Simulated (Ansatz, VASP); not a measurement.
# Cross-check of Ti2CF2 (Ti2CF2 MXene, 1 layer) between VASP and Ansatz

Aim: how closely do two programs agree when they are given the same cell, functional and k mesh? The structure shown is the start of the Ansatz relaxation below; VASP solves that cell, so the two are compared at the walk's first step.

Program: Ansatz 0.2.0. Level of theory: plane waves, with VASP 6.6.1 beside it; single point at PBE. Results are calculated unless marked as measured.

## Step 1: The starting structure

The cell holds 5 atoms: 2 F, 2 Ti and 1 C. Cell: a = 3.100 Å, b = 3.100 Å, c = 20.276 Å, α = 90.0°, β = 90.0°, γ = 120.0°. Vacuum lies along c.

## Step 2: Ansatz: relaxation, PBE

Ansatz runs on its default PAW (the set named soft_2) files.

The two programs are compared at the cell with which this relaxation starts, whose forces are those of its first step.

The input, input.yaml:

```yaml
crystal:
  lattice:
    - [3.10024, 0.0, 0.0]
    - [-1.55012, 2.6848865978, 0.0]
    - [0.0, 0.0, 20.2755009081]
  atoms:
    - { symbol: F, position: [0.3333333333, 0.6666666667, 0.3945648513] }
    - { symbol: Ti, position: [0.6666666667, 0.3333333333, 0.4396674779] }
    - { symbol: C, position: [0.0, 0.0, 0.5] }
    - { symbol: Ti, position: [0.3333333333, 0.6666666667, 0.5603325221] }
    - { symbol: F, position: [0.6666666667, 0.3333333333, 0.6054351487] }
kpoints:
  mp_grid: { grid: [12, 12, 1] }
hamiltonian:
  xc: pbe
scf:
  occupations: { method: fermi_dirac, width: 0.05 }
  convergence: { dr2_threshold: 1.0e-08 }
efield:
  axis: 3
  dipole_correction: true
  ramp_position: 0.97
  ramp_width: 0.04
relax:
  f_tol: 0.01
  cell: { fix: [c, alpha, beta] }
output:
  write_potential: true
  write_density: true
  volumetric_format: npy
```

Command:

```bash
$ ansatz run input.yaml --threads 4 --pin off --max-ram 8192MiB --backend cpu --events-out ev --progress --plain --runs-dir out
```

Numbers of over 12 decimals in the logs are rounded to 6 here.

Log:

```text
Warning: relax.cell: scf.convergence.dr2_threshold = 1e-8 eV is looser than the 5e-10 eV advised for a relaxation that steers and ends on the stress (1e-10 eV for each atom of the cell: 5). What an SCF threshold leaves in a stress goes as its square root, and in the free energy as the threshold itself, and one threshold admits the most on a small cell: [figures from the program's tests cut] Set scf.convergence.dr2_threshold to 5e-10 eV or tighter. The threshold is an SCF's pass mark: one that does not reach it within its budget of iterations ends unconverged, or closes short of it on a stop that the run arms, and scf.convergence.dr2_threshold's page says what that costs each kind of run
Engine: ansatz 0.2.0, aarch64-unknown-linux-gnu
Pseudopotentials: kind: paw
Pseudopotential: F, paw, valence charge 7, recommended cutoff 420 eV (normal), F.paw.azcp
Pseudopotential: Ti, paw, valence charge 12, recommended cutoff 420 eV (normal), Ti.paw.azcp
Pseudopotential: C, paw, valence charge 4, recommended cutoff 420 eV (normal), C.paw.azcp
Functional definition: PBE
  parameter kappa = 0.804
  parameter beta = 0.066725
  exchange = pbe_x(kappa = kappa, mu = beta*pi^2/3)
  correlation = pbe_c(beta = beta)
Crystal: 5 atoms, lattice volume = 168.769 Å³
Basis set: ecut = 420 eV, 3319 PW (Γ), exchange–correlation on 48×48×288 points (8 copies of the dense FFT grid, shifted against one another)
Bands: 26, of which v1, the nominal top of the filled ones, is band 21 counted from 1 (20 counted from 0)
Symmetry: 6 space group operations
k-points: 19 of 144 (time reversal used)
Non-local potential: F, projectors of the file, l = 0: 2, l = 1: 2, l = 2: 1
Non-local potential: Ti, projectors of the file, l = 0: 3, l = 1: 2, l = 2: 3, l = 3: 1
Non-local potential: C, projectors of the file, l = 0: 2, l = 1: 2, l = 2: 1
PAW form: soft (Blöchl's): semilocal exchange-correlation on the pseudo side does not see the compensation charge
PAW one-centre angular grid: F, 110 points (default); XC on 64 Gauss nodes
PAW one-centre angular grid: Ti, 590 points (default); XC on 64 Gauss nodes
PAW one-centre angular grid: C, 110 points (default); XC on 64 Gauss nodes
Initial density: superposition of atomic densities (neutral atoms: chi_scale 0, normalization atom), corrected by the library's trained network
Initial wavefunctions: pseudopotential atomic-orbital guess
Functional: x = pbe(κ = 0.804, μ = 0.219515), c = pbe(β = 0.066725)
SCF iter   1: F=—  HF=-6871.199865 eV  |F-HF|=—  |Δ(HF+E_count)|=         —  Δρ=3.59e-3  dr2=3.78e-2  ethr=1.77e-3  p=-0.001 e·Å  D=-5.62e-4 V/Å  ΔV_dip=0.01 eV  dr2_dipole=3.80e-6  V_vac-E_F(+/−)=2.79/2.77 eV  ⟨swp⟩=6.1  Hψ=2332  notcnv=0
efield: sawtooth ramp at fractional position 0.9700 (set: `efield.ramp_position`, or a place that a band, a saddle search or an elastic batch's reference lends), width 0.0400; the density the first Hamiltonian is built on has a dipole p = -0.001 e·Å; the dipole correction subtracts the counter field D = -5.62e-4 V/Å, which shifts the + side's vacuum level by +0.01 eV against the − side's; the planar-averaged density in the ramp window peaks in size at 6.2e-5 e/Å³
preconditioner: auto → LDOS  [metal: Δε(μ)=0.072 eV  Ē_g=7.991 eV  σ=0.050 eV  W_gap=0.33  n_scr=12 (ndim 8)  ℏωp=13.4 eV  f_vac=0.669  D(μ)=1.82/eV (n_scr^D=8)  β→1.0]
SCF iter   2: F=—  HF=-6871.196703 eV  |F-HF|=—  |Δ(HF+E_count)|=   3.16e-3  Δρ=3.02e-3  dr2=1.25e-2  ethr=9.00e-5  p=0.000 e·Å  D=8.57e-5 V/Å  ΔV_dip=-0.00 eV  dr2_dipole=1.23e-6  V_vac-E_F(+/−)=1.98/1.99 eV  ⟨swp⟩=4.3  Hψ=1377  notcnv=0
SCF iter   3: F=—  HF=-6871.193170 eV  |F-HF|=—  |Δ(HF+E_count)|=   3.53e-3  Δρ=1.20e-3  dr2=1.57e-3  ethr=2.96e-5  p=-0.000 e·Å  D=-6.43e-5 V/Å  ΔV_dip=0.00 eV  dr2_dipole=1.86e-7  V_vac-E_F(+/−)=2.21/2.20 eV  ⟨swp⟩=2.1  Hψ=951  notcnv=0
SCF iter   4: F=—  HF=-6871.192749 eV  |F-HF|=—  |Δ(HF+E_count)|=   4.21e-4  Δρ=1.49e-4  dr2=4.30e-5  ethr=3.74e-6  p=-0.000 e·Å  D=-6.66e-6 V/Å  ΔV_dip=0.00 eV  dr2_dipole=3.50e-9  V_vac-E_F(+/−)=2.17/2.17 eV  ⟨swp⟩=2.0  Hψ=741  notcnv=0
SCF iter   5: F=—  HF=-6871.192745 eV  |F-HF|=—  |Δ(HF+E_count)|=   4.40e-6  Δρ=8.92e-5  dr2=1.90e-5  ethr=1.02e-7  p=0.000 e·Å  D=1.46e-6 V/Å  ΔV_dip=-0.00 eV  dr2_dipole=6.60e-12  V_vac-E_F(+/−)=2.16/2.16 eV  ⟨swp⟩=2.8  Hψ=894  notcnv=0
SCF iter   6: F=—  HF=-6871.192749 eV  |F-HF|=—  |Δ(HF+E_count)|=   4.93e-6  Δρ=1.87e-5  dr2=3.60e-7  ethr=4.53e-8  p=0.000 e·Å  D=3.40e-6 V/Å  ΔV_dip=-0.00 eV  dr2_dipole=1.14e-13  V_vac-E_F(+/−)=2.16/2.16 eV  ⟨swp⟩=2.1  Hψ=706  notcnv=0
[...]
SCF iter   5: F=-6872.475822 eV  HF=-6872.475822 eV  |F-HF|=1.11e-9  |Δ(HF+E_count)|=   1.82e-8  Δρ=5.49e-7  dr2=3.43e-10  ethr=2.18e-11  p=0.000 e·Å  D=1.76e-6 V/Å  ΔV_dip=-0.00 eV  dr2_dipole=1.64e-13  V_vac-E_F(+/−)=4.78/4.78 eV  ⟨swp⟩=7.6  Hψ=3419  notcnv=0
SCF 9 converged in 5 iterations: F = -6872.475822 eV  dr2 = 3.43e-10
relax step   9: F+E_penalty+E_count = -6872.47582187 eV  Δ(F+E_penalty+E_count) = -1.702e-4 eV  max|allowed force component| = 6.921e-5 eV/Å  Δτ_max = 0.0006 Å  P = -0.001 GPa  Ω = 163.877 Å³  energy of the carried Pulay correction = +1.496e-4 eV  fix = [c, alpha, beta]  reactions: c +0.000 GPa  (5 SCF iters, accepted)
iter 1 solved again at ethr=1.50e-6 eV; its pass at ethr=3.10e-3 eV (dr2=6.31e-4 eV) is discarded
SCF iter   1: F=—  HF=-6872.475616 eV  |F-HF|=—  |Δ(HF+E_count)|=         —  Δρ=7.18e-6  dr2=2.44e-8  ethr=1.50e-6  p=0.000 e·Å  D=1.76e-6 V/Å  ΔV_dip=-0.00 eV  dr2_dipole=9.10e-13  V_vac-E_F(+/−)=4.78/4.78 eV  ⟨swp⟩=3.9  Hψ=3720  notcnv=0
efield: sawtooth ramp at fractional position 0.9700 (set: `efield.ramp_position`, or a place that a band, a saddle search or an elastic batch's reference lends), width 0.0400; the density the first Hamiltonian is built on has a dipole p = 0.000 e·Å; the dipole correction subtracts the counter field D = 1.76e-6 V/Å, which shifts the + side's vacuum level by -0.00 eV against the − side's; the planar-averaged density in the ramp window peaks in size at 2.3e-6 e/Å³
eigensolver tolerance schedule: the retry pair's looser diagonalisation over-reported the residual by 25834.00 of it (diagonalisation noise at an unbounded share of the residual, at the tolerance the schedule requests for it); recorded, not acted on — ethr = c·dr2/N_el stays at c = 1.0e-1
SCF iter   2: F=—  HF=-6872.475667 eV  |F-HF|=—  |Δ(HF+E_count)|=   5.07e-5  Δρ=8.48e-6  dr2=6.28e-8  ethr=5.82e-11  p=0.000 e·Å  D=1.03e-6 V/Å  ΔV_dip=-0.00 eV  dr2_dipole=2.46e-13  V_vac-E_F(+/−)=4.78/4.78 eV  ⟨swp⟩=4.4  Hψ=1518  notcnv=0
SCF iter   3: F=-6872.475667 eV  HF=-6872.475667 eV  |F-HF|=1.91e-9  |Δ(HF+E_count)|=   1.22e-8  Δρ=1.83e-6  dr2=3.33e-9  ethr=2.38e-11  p=0.000 e·Å  D=1.43e-6 V/Å  ΔV_dip=-0.00 eV  dr2_dipole=1.05e-14  V_vac-E_F(+/−)=4.78/4.78 eV  ⟨swp⟩=10.1  Hψ=3878  notcnv=0
SCF 10 converged in 3 iterations: F = -6872.475667 eV  dr2 = 3.33e-9
relax step  10: F+E_penalty+E_count = -6872.47566714 eV  Δ(F+E_penalty+E_count) = +1.547e-4 eV  max|allowed force component| = 7.580e-5 eV/Å  Δτ_max = 0.0000 Å  P = -0.002 GPa  Ω = 163.877 Å³  fix = [c, alpha, beta]  reactions: c +0.000 GPa  stress off target by 2.42e-3 GPa on what of the cell is left free  SCF on the basis re-selected at this cell (its energy is not comparable with the rows above)  (3 SCF iters)
basis re-selected at this cell: Δ(F+E_penalty+E_count) = +1.547e-4 eV, ΔP = -0.001 GPa vs the last step (what re-selecting the basis moved, of the pressure what is left beyond the Pulay correction that the steps carried, after the strain that the cell walked since its last selection, with what the two solves' SCF thresholds leave and, on support functions, any second-order correction that the steps lacked; it is no m [...]
WARN: The output density's exchange-correlation potential varies sharply where the density is thin. Do not read a vacuum level from v_tot or v_xc, or from such a field of the output density. On a cell that repeats whose density bears no net charge and no dipole along the vacuum's axis use v_es (v_loc + v_h of the components); under efield.dipole_correction with no amplitude use v_es + v_field, which holds any externa [...]
SCF converged after 3 iterations
Free energy (F): -6872.475667 eV
Harris-Foulkes:  -6872.475667 eV  (|F-HF|=1.91e-9)
Internal energy: -6872.457646 eV  (E = F + TS)
E sigma→0 (E₀):  -6872.466657 eV
Entropy (-TS):   -0.018021 eV (-3.604 meV/atom)
Fermi energy:    0.854924 eV
Dipole field:    D = 0.000002 V/Å  (p = 0.000001 e·Å, saw-weighted, corrected)
Work function:   Φ+ = 4.7779 eV   Φ− = 4.7780 eV
Levels:          The Fermi level and band energies are counted from a zero that moves with the ramp; work functions are not
--- Per-component energies (eV) ---
  E_band       = -828.586621
  E_kinetic    = 1050.373281
  E_local      = -36646.258195  (includes V_loc(G=0)·N_el)
  E_nonlocal   = 187.038126
  E_hartree    = 17785.110790
  E_xc         = -405.419117
  E_vxc        = -511.847595  (∫ρ·V_xc dr)
  E_paw        = -2593.892912  (= ΣΔE_a)
  E_vpaw       = -478.119524  (= ΣTr[D̂ρ^β])
  E_aug_tail   = 0.004361  (compensation charges beyond the density's cutoff)
  E_efield     = 0.000000  (sawtooth field / dipole correction)
  E_vefield    = -0.000013  (∫n·V_field dr)
  E_ewald      = 13750.586019
  E_smearing   = -0.018021  (= −TS)
  E_closure    = 0.000000  (closes the sum)
  Σ components = -6872.475667   (vs F -6872.475667, Δ=0.00e0)
--- Forces (eV/Å), atoms counted from 1 ---
  atom   1  F      0.00000000     0.00000000    -0.00007582
  atom   2  Ti    -0.00000000    -0.00000000    -0.00004377
  atom   3  C      0.00000000     0.00000000    -0.00000244
  atom   4  Ti     0.00000000     0.00000000     0.00004680
  atom   5  F      0.00000000    -0.00000000     0.00007516
  max |Σ_I F_I| component: 7.21e-8 eV/Å
--- Stress (GPa, compression-positive) ---
       -0.002423       0.000000      -0.000000
        0.000000      -0.002423      -0.000000
       -0.000000      -0.000000       0.000034
  P = ⅓ Tr σ = -0.0016 GPa (-0.016 kbar)
--- Band table (eV; the first three rows and the last of 19) ---
  k-point 0: bands = [... 17 lower, -2.9668, -1.8043, -1.8043, 0.7925, 0.7925, 1.0854, 2.4164, 2.4164, ... 1 higher]
  k-point 1: bands = [... 17 lower, -2.9189, -2.0511, -1.8573, 0.6694, 0.9141, 1.1588, 2.3527, 2.4303, ... 1 higher]
  k-point 2: bands = [... 17 lower, -2.8365, -2.5894, -1.9686, 0.3067, 1.2388, 1.4042, 2.3196, 2.4296, ... 1 higher]
  k-point 18: bands = [... 17 lower, -3.5461, -3.5461, -2.5858, 1.2516, 1.8173, 1.8173, 2.8121, 2.8121, ... 1 higher]
--- Relaxed structure (8 steps of the walk, 8 accepted, 2 SCFs on fresh bases) ---
  F+E_penalty+E_count = -6872.47566714 eV   max|allowed force component| = 7.580e-5 eV/Å   (the final SCF, on the basis selected at the relaxed cell)
  cell:  # Å, volume = 163.8773 Å³
    - [3.054979, 0.0, 0]
    - [-1.527490, 2.645690, 0]
    - [0, 0, 20.2755009081]
  atoms:
    - { symbol: F, position: [0.333333, 0.666667, 0.382176] }
    - { symbol: Ti, position: [0.666667, 0.333333, 0.443882] }
    - { symbol: C, position: [0, 0, 0.500000] }
    - { symbol: Ti, position: [0.333333, 0.666667, 0.556118] }
    - { symbol: F, position: [0.666667, 0.333333, 0.617824] }
```

In the SCF lines HF is the Harris–Foulkes energy and dr2 the Hartree energy of the density residual, in eV; the loop may stop once dr2 is under the threshold and the program's other checks hold. Hψ counts applications of the Hamiltonian.

(Continued in part 2 of 2.)

[Lines on the potential files, build, host, timing and source positions are cut from VASP's logs without a mark.]

[Logs are printed without paths, hosts, clocks, repeated set-up lines and the standing remarks that a program may print on its own settings, such as how far it seeks lower states.]

[Hosts, paths, dates, database ids (printed as entryN), source tags and the programs' standing remarks are cut or masked in the printed files.]
